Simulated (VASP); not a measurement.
**RuC (relaxed from the wurtzite structure, space group P6_3mc): computed properties**

The numbers are results of PBEsol GGA, VASP's PBE PAW potentials (set 64) (plane waves; VASP), not measurements.

```yaml
space_group: P6_3mc (186)
cell: a = b = 3.219 Å, c = 5.174 Å, α = β = 90.00°, γ = 120.00°
volume_per_atom: 11.61 Å³/atom
band gap (over mesh and band path): none (metal, semimetal or under 0.01 eV)
density: 8.09 g/cm³
```

```cif
data_C2Ru2
_chemical_formula_sum 'Ru2 C2'
_space_group_name_H-M_alt 'P63mc'
_space_group_IT_number 186
_space_group_name_Hall 'P 6c -2c'
_cell_length_a 3.21900
_cell_length_b 3.21900
_cell_length_c 5.17423
_cell_angle_alpha 90.000
_cell_angle_beta 90.000
_cell_angle_gamma 120.000
loop_
_atom_site_label
_atom_site_type_symbol
_atom_site_symmetry_multiplicity
_atom_site_Wyckoff_symbol
_atom_site_fract_x
_atom_site_fract_y
_atom_site_fract_z
_atom_site_occupancy
Ru1 Ru 2 b 0.66667 0.33333 0.49948 1
C1 C 2 b 0.33333 0.66667 0.37552 1
```

The structure was generated: RuC was put into the wurtzite type (P6_3mc), which need not be its known phase. It was relaxed first, which changed the volume by -31 %. Symmetry was kept, so distortions that lower it aren't found.
